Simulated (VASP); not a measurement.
Given:

```
Zn
1.0
    1.26697    -2.19446     0.00000
    1.26697     2.19446     0.00000
    0.00000     0.00000     4.30142
Zn
2
Direct
  0.33333   0.66667   0.25000
  0.66667   0.33333   0.75000
```

Level of theory: PBE GGA, VASP's PBE PAW potentials (set 64) (plane waves; VASP). Settings: 480 eV cut-off, 14×14×8 Γ-centred mesh, first-order Methfessel-Paxton smearing of 0.10 eV, potentials Zn.

**Question.** What does the run give for the energy per atom (σ→0), pressure, band gap (on the k-mesh) with the smallest direct gap where there is one?

**Answer.** 
band gap (on the k-mesh): none (metal, semimetal or under 0.01 eV)
energy per atom (σ→0): -0.878 eV/atom
pressure: 29.98 GPa

Total energies compare only between runs with the same potentials, cut-off and functional.

The compound is Zn in the hcp structure. It was relaxed first under an external pressure of 30 GPa.
